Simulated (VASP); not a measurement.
All values below come from PBE GGA + U (Dudarev), VASP's PBE PAW potentials (set 64) (plane waves; VASP).

A VASP calculation is set up with these files.

INCAR:
```
# general
SYSTEM   = FeO
PREC     = Accurate
ENCUT    = 400   # plane-wave cut-off (eV)
LREAL    = F   # projection in real space or not
LASPH    = T   # aspherical one-centre terms

# electronic loop
EDIFF    = 1E-6
NELM     = 100
ALGO     = Normal   # blocked Davidson
LMAXMIX  = 4

# smearing
ISMEAR   = 0   # Gaussian
SIGMA    = 0.05

# functional
GGA      = PE   # PBE

# spin
ISPIN    = 2   # spin-polarised
MAGMOM   = 4.0 -4.0 0.0 0.0

# DFT+U
LDAU     = T
LDAUTYPE = 2   # Dudarev
LDAUL    = 2 -1
LDAUU    = 4.0 0
LDAUJ    = 0 0

# ions
ISIF     = 2

# output
LWAVE    = F
LCHARG   = F
LORBIT   = 11
```

**KPOINTS**
```
Automatic
0
Gamma
9 9 9
0.5 0.5 0.5
```

POSCAR:
```
FeO
8.8531180
  0.5000000000   0.2500000565   0.2500000565
  0.2500000565   0.5000000000   0.2500000565
  0.2500000565   0.2500000565   0.5000000000
Fe O
2 2
Cart
  0.0000000000   0.0000000000   0.0000000000
  0.5000000565   0.5000000565   0.5000000565
  0.2500000282   0.2500000282   0.2500000282
  0.7500000847   0.7500000847   0.7500000847
```

POTCAR, in this order: Fe O (PBE.64 set). Program: vasp_std.

The run wrote:

**OUTCAR**
```
 ion  position               nearest neighbor table
   1  0.000  0.000  0.000-   4 2.21   4 2.21   3 2.21   3 2.21   4 2.21   3 2.21
   2  0.500  0.500  0.500-   3 2.21   3 2.21   4 2.21   4 2.21   3 2.21   4 2.21
   3  0.250  0.250  0.250-   1 2.21   1 2.21   2 2.21   2 2.21   1 2.21   2 2.21
   4  0.750  0.750  0.750-   2 2.21   2 2.21   1 2.21   1 2.21   2 2.21   1 2.21
  LATTYP: Found a trigonal (rhomboedric) cell.
 ALAT       =     5.4214058414
 COS(alpha) =     0.8333334337
 Subroutine PRICEL returns following result:
  LATTYP: Found a face centered cubic cell.
 ALAT       =     4.4265580000
 Subroutine GETGRP returns: Found 12 space group operations
The static configuration has the point symmetry D_3d.
The dynamic configuration has the point symmetry D_3d.
The overall configuration has the point symmetry D_3d.
 Subroutine INISYM returns: Found 12 space group operations
 Subroutine IBZKPT returns following result:
 Found     85 irreducible k-points:

 Following reciprocal coordinates:
            Coordinates               Weight
  0.055556  0.055556  0.055556      2.000000
  0.166667  0.055556  0.055556      6.000000
  0.277778  0.055556  0.055556      6.000000
  0.388889  0.055556  0.055556      6.000000
...
```

OSZICAR:
```
       N       E                     dE             d eps       ncg     rms          rms(c)
DAV:   1     0.236074345170E+03    0.23607E+03   -0.11861E+04  6152   0.152E+03
DAV:   2     0.103292368480E+02   -0.22575E+03   -0.21927E+03  6144   0.371E+02
DAV:   3    -0.296100212226E+02   -0.39939E+02   -0.38672E+02  9286   0.163E+02
DAV:   4    -0.313101979749E+02   -0.17002E+01   -0.16376E+01  8504   0.351E+01
DAV:   5    -0.313498644849E+02   -0.39667E-01   -0.39382E-01  8570   0.461E+00    0.224E+01
DAV:   6    -0.263230653140E+02    0.50268E+01   -0.88103E+01 10770   0.131E+02    0.302E+01
DAV:   7    -0.257472799742E+02    0.57579E+00   -0.79331E+00  8498   0.554E+01    0.141E+01
DAV:   8    -0.258373181354E+02   -0.90038E-01   -0.19794E+00 10014   0.167E+01    0.872E+00
DAV:   9    -0.258965157891E+02   -0.59198E-01   -0.36188E-01  9062   0.692E+00    0.955E-01
DAV:  10    -0.259260673866E+02   -0.29552E-01   -0.78637E-02 10152   0.570E+00    0.474E-01
DAV:  11    -0.259363238161E+02   -0.10256E-01   -0.14140E-02  9468   0.189E+00    0.284E-01
DAV:  12    -0.259396500834E+02   -0.33263E-02   -0.44869E-03  9614   0.126E+00    0.141E-01
DAV:  13    -0.259407146226E+02   -0.10645E-02   -0.29286E-03  8766   0.516E-01    0.651E-02
DAV:  14    -0.259408052989E+02   -0.90676E-04   -0.13692E-04  7842   0.175E-01    0.339E-02
DAV:  15    -0.259408247552E+02   -0.19456E-04   -0.26724E-05  8244   0.607E-02    0.166E-02
DAV:  16    -0.259408339086E+02   -0.91534E-05   -0.12931E-05  9344   0.426E-02    0.568E-03
DAV:  17    -0.259408343220E+02   -0.41343E-06   -0.99423E-07  3996   0.164E-02
   1 F= -.25940834E+02 E0= -.25937829E+02  d E =-.601042E-02  mag=     0.0000
```

### OUTCAR
```
------------------------ aborting loop because EDIFF is reached ----------------------------------------
  FORCE on cell =-STRESS in cart. coord.  units (eV):
  Direction    XX          YY          ZZ          XY          YZ          ZX
  --------------------------------------------------------------------------------------
  Total       -3.9252528     -3.9252528     -3.9252528      0.3937117      0.3937117      0.3937117
  in kB     -145.0138851   -145.0138851   -145.0138851     14.5452210     14.5452210     14.5452210
  external PRESSURE =    -145.0138851 kB  Pullay stress =       0.0000000 kB
  volume of cell :       43.37
      direct lattice vectors                 reciprocal lattice vectors
     4.426559000  2.213280000  2.213280000     0.338863727 -0.112954593 -0.112954593
     2.213280000  4.426559000  2.213280000    -0.112954593  0.338863727 -0.112954593
     2.213280000  2.213280000  4.426559000    -0.112954593 -0.112954593  0.338863727
 POSITION                                       TOTAL-FORCE (eV/Angst)
 -----------------------------------------------------------------------------------
      0.00000      0.00000      0.00000        -0.000000     -0.000000     -0.000000
      4.42656      4.42656      4.42656        -0.000000      0.000000      0.000000
      2.21328      2.21328      2.21328        -0.000000      0.000000      0.000000
      6.63984      6.63984      6.63984         0.000000     -0.000000      0.000000
 -----------------------------------------------------------------------------------
    total drift:                                0.000000     -0.000000      0.000000
  FREE ENERGIE OF THE ION-ELECTRON SYSTEM (eV)
  ---------------------------------------------------
  free  energy   TOTEN  =       -25.9408343220 eV

  energy  without entropy=      -25.9348238982  energy(sigma->0) =      -25.93782911

 total charge

# of ion       s       p       d       tot
------------------------------------------
    1        0.270   0.313   6.061   6.644
    2        0.270   0.313   6.061   6.644
    3        1.581   3.429   0.000   5.010
    4        1.581   3.429   0.000   5.010
--------------------------------------------------
tot          3.702   7.483  12.122  23.308

 magnetization (x)

# of ion       s       p       d       tot
------------------------------------------
    1        0.012   0.010   3.704   3.726
    2       -0.012  -0.010  -3.704  -3.726
    3        0.000   0.000   0.000   0.000
    4        0.000   0.000   0.000   0.000
--------------------------------------------------
tot          0.000   0.000   0.000   0.000
```
(Selected blocks of OUTCAR.)

At this cut-off the stress carries a Pulay error, which pulls relaxed volumes low.

The structure is a typed FeO crystal. The cell was not relaxed at this level. The run is one of a series of settings (LDAUU = 4.0 0 against the base run), some of them coarse on purpose. A gapless solution with U can be a metastable orbital state.
